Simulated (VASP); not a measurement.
These are optB88-vdW, VASP's PBE PAW potentials (set 64) (plane waves; VASP) values and carry that method's errors.

Input for VASP

**INCAR**
```
SYSTEM=Cs
PREC=Accurate; ENCUT=400; LREAL=.False.
LASPH=.True.
EDIFF=1E-6; NELM=100; ALGO=Normal
LMAXMIX=4
ISMEAR=1; SIGMA=0.1
GGA=BO; LUSE_VDW=.True.; AGGAC=0.0
PARAM1=0.1833333333; PARAM2=0.22
ISIF=2
LWAVE=.False.; LCHARG=.False.
```

### POSCAR
```
Cs
1
   -3.0500000000     3.0500000000     3.0500000000
    3.0500000000    -3.0500000000     3.0500000000
    3.0500000000     3.0500000000    -3.0500000000
Cs
1
Direct
  0.0000000000   0.0000000000   0.0000000000
```

KPOINTS:
```
Automatic mesh
0
Gamma
8 8 8
0 0 0
```

POTCAR, in this order: Cs_sv (PBE.64 set). Program: vasp_std.

Output

### OUTCAR
```
 ion  position               nearest neighbor table
   1  0.000  0.000  0.000-
  LATTYP: Found a body centered cubic cell.
 ALAT       =     6.1000000000
 Subroutine PRICEL returns:
 Original cell was already a primitive cell.
 Subroutine GETGRP returns: Found 48 space group operations
The static configuration has the point symmetry O_h .
The dynamic configuration has the point symmetry O_h .
 Subroutine INISYM returns: Found 48 space group operations
 Subroutine IBZKPT returns following result:
 Found     29 irreducible k-points:

 Following reciprocal coordinates:
            Coordinates               Weight
  0.000000  0.000000  0.000000      1.000000
  0.125000  0.000000  0.000000     12.000000
  0.250000  0.000000  0.000000     12.000000
  0.375000  0.000000  0.000000     12.000000
  0.500000  0.000000  0.000000      6.000000
  0.125000  0.125000  0.000000     24.000000
  0.250000  0.125000  0.000000     48.000000
  0.375000  0.125000  0.000000     48.000000
  0.250000  0.250000  0.000000     24.000000
  0.375000  0.250000 -0.000000     24.000000
  0.125000  0.125000  0.125000      8.000000
  0.250000  0.125000  0.125000     24.000000
  0.375000  0.125000  0.125000     12.000000
 -0.125000  0.125000  0.125000      6.000000
  0.250000  0.250000  0.125000     24.000000
 -0.250000  0.250000  0.125000     24.000000
 -0.375000  0.375000  0.125000     24.000000
 -0.250000  0.375000  0.125000     24.000000
  0.500000  0.500000  0.125000     12.000000
 -0.375000  0.500000  0.125000     48.000000
 -0.375000 -0.375000  0.125000      8.000000
  0.250000  0.250000  0.250000      2.000000
 -0.250000  0.250000  0.250000      6.000000
 -0.375000  0.375000  0.250000     24.000000
  0.500000  0.500000  0.250000     12.000000
 -0.375000  0.500000  0.250000     24.000000
 -0.375000  0.375000  0.375000      6.000000
  0.500000  0.500000  0.375000     12.000000
  0.500000  0.500000  0.500000      1.000000
   k-points           NKPTS =     29   k-points in BZ     NKDIM =     29   number of bands    NBANDS=      8
   number of dos      NEDOS =    301   number of ions     NIONS =      1
   total plane-waves  NPLWV =  46656
   dimension x,y,z NGX =    36 NGY =   36 NGZ =   36
   dimension x,y,z NGXF=    72 NGYF=   72 NGZF=   72
   ions per type =               1
   PREC   = accura    normal or accurate (medium, high low for compatibility)
   ISTART =      0    job   : 0-new  1-cont  2-samecut
   ICHARG =      2    charge: 1-file 2-atom 10-const
   ISPIN  =      1    spin polarized calculation?
   LNONCOLLINEAR =      F non collinear calculations
   LSORBIT =      F    spin-orbit coupling
   INIWAV =      1    electr: 0-lowe 1-rand  2-diag
   ENCUT  =  400.0 eV  29.40 Ry    5.42 a.u.   8.61  8.61  8.61*2*pi/ulx,y,z
   NELM   =    100;   NELMIN=  2; NELMDL= -5     # of ELM steps
   EDIFF  = 0.1E-05   stopping-criterion for ELM
   LREAL  =      F    real-space projection
   NLSPLINE    = F    spline interpolate recip. space projectors
   LMAXMIX     =    4 max onsite mixed and CHGCAR
   VOSKOWN=      0    Vosko Wilk Nusair interpolation
   EDIFFG = 0.1E-04   stopping-criterion for IOM
   NSW    =      0    number of steps for IOM
   NBLOCK =      1;   KBLOCK =      1    inner block; outer block
   IBRION =     -1    ionic relax: 0-MD 1-quasi-New 2-CG
   NFREE  =      0    steps in history (QN), initial steepest desc. (CG)
   ISIF   =      2    stress and relaxation
   ISYM   =      2    0-nonsym 1-usesym 2-fastsym
   TEIN   =    0.0    initial temperature
   TEBEG  =    0.0;   TEEND  =   0.0 temperature during run
   SMASS  =  -3.00    Nose mass-parameter (am)
   PSTRESS=    0.0 pullay stress
...
```

**OSZICAR**
```
       N       E                     dE             d eps       ncg     rms          rms(c)
DAV:   1     0.516897501850E+02    0.51690E+02   -0.24686E+03   464   0.624E+02
DAV:   2     0.633509282952E+01   -0.45355E+02   -0.44840E+02   592   0.118E+02
DAV:   3     0.209985152526E+01   -0.42352E+01   -0.42339E+01   488   0.426E+01
DAV:   4     0.204502671748E+01   -0.54825E-01   -0.54824E-01   872   0.577E+00
DAV:   5     0.204501644590E+01   -0.10272E-04   -0.10272E-04   584   0.722E-02    0.176E-01
DAV:   6     0.204547158518E+01    0.45514E-03   -0.65086E-04   808   0.151E-01    0.110E-01
DAV:   7     0.204536579029E+01   -0.10579E-03   -0.24990E-03   592   0.287E-01    0.297E-02
DAV:   8     0.204519403295E+01   -0.17176E-03   -0.33909E-04   640   0.825E-02    0.521E-03
DAV:   9     0.204517737153E+01   -0.16661E-04   -0.24673E-05   744   0.191E-02    0.297E-03
DAV:  10     0.204517183442E+01   -0.55371E-05   -0.24300E-05   560   0.189E-02    0.766E-04
DAV:  11     0.204517155845E+01   -0.27597E-06   -0.59592E-07   712   0.367E-03
   1 F= 0.20451716E+01 E0= 0.20461616E+01  d E =-.297013E-02
```

**OUTCAR**
```
------------------------ aborting loop because EDIFF is reached ----------------------------------------
  FORCE on cell =-STRESS in cart. coord.  units (eV):
  Direction    XX          YY          ZZ          XY          YZ          ZX
  --------------------------------------------------------------------------------------
  Total       -0.1404351     -0.1404351     -0.1404351      0.0000000      0.0000000      0.0000000
  in kB       -1.9825623     -1.9825623     -1.9825623      0.0000000      0.0000000      0.0000000
  external PRESSURE =      -1.9825623 kB  Pullay stress =       0.0000000 kB
  volume of cell :      113.49
      direct lattice vectors                 reciprocal lattice vectors
    -3.050000000  3.050000000  3.050000000     0.000000000  0.163934426  0.163934426
     3.050000000 -3.050000000  3.050000000     0.163934426  0.000000000  0.163934426
     3.050000000  3.050000000 -3.050000000     0.163934426  0.163934426  0.000000000
 POSITION                                       TOTAL-FORCE (eV/Angst)
 -----------------------------------------------------------------------------------
      0.00000      0.00000      0.00000        -0.000000      0.000000      0.000000
 -----------------------------------------------------------------------------------
    total drift:                               -0.000000      0.000000      0.000000
  FREE ENERGIE OF THE ION-ELECTRON SYSTEM (eV)
  ---------------------------------------------------
  free  energy   TOTEN  =         2.0451715585 eV

  energy  without entropy=        2.0481416858  energy(sigma->0) =        2.04616160
```
(Selected blocks of OUTCAR.)

The compound is Cs in the bcc structure. The cell was not relaxed at this level. The run is one of a series of settings (AGGAC = 0.0, GGA = BO, LUSE_VDW = .TRUE., PARAM1 = 0.1833333333, PARAM2 = 0.22 against the base run), some of them coarse on purpose.
